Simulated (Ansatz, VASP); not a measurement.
**One calculation of SiSn2, two programs**

```xyz
12
Lattice="4.4288 0.0000 0.0000 -2.2144 3.8354 0.0000 0.0000 0.0000 21.8343" Properties=species:S:1:pos:R:3 pbc="T T T"
Si    2.2144    1.2785    1.7509
Si    0.0000    0.0000    1.1901
Si    0.0000    0.0000   20.6442
Si    0.0000    2.5570   20.0834
Sn    2.2144    1.2785    4.3733
Sn    0.0000    2.5570    8.3562
Sn    0.0000    2.5570    5.5167
Sn    0.0000    0.0000    9.4917
Sn    0.0000    0.0000   12.3426
Sn    0.0000    2.5570   17.4610
Sn    2.2144    1.2785   13.4781
Sn    2.2144    1.2785   16.3176
```

Alike in both runs: functional PBE; k mesh 4 × 4 × 1; occupations gaussian, width 0.2 eV; no spin polarisation.

Ansatz relaxed the structure, and its values are those at the end. VASP's run is a single point on that final structure, the one shown.

```csv
,VASP,Ansatz
version,VASP 6.6.1,Ansatz 0.2.0
potentials or method,"VASP PAW PBE potentials, release 64 (Si, Sn_d)","scalar-relativistic, plane waves, PAW"
plane-wave cutoff (eV),520,420
valence electrons in the cell,128,128
```

VASP gave:

```
gap on the k mesh at the Fermi level (eV) : none
pressure (GPa)                            : 0.0
rms of the force components (eV/Å)        : 0.018
```

What did Ansatz give for the same quantities?

gap on the k mesh at the Fermi level (eV): none; pressure (GPa): 0.1; rms of the force components (eV/Å): 0.019.

A gap of «none» marks a metal or a gap that the smearing closes.

Caveats: the k mesh is coarse (spacing up to 0.41 Å⁻¹), so the values aren't converged.
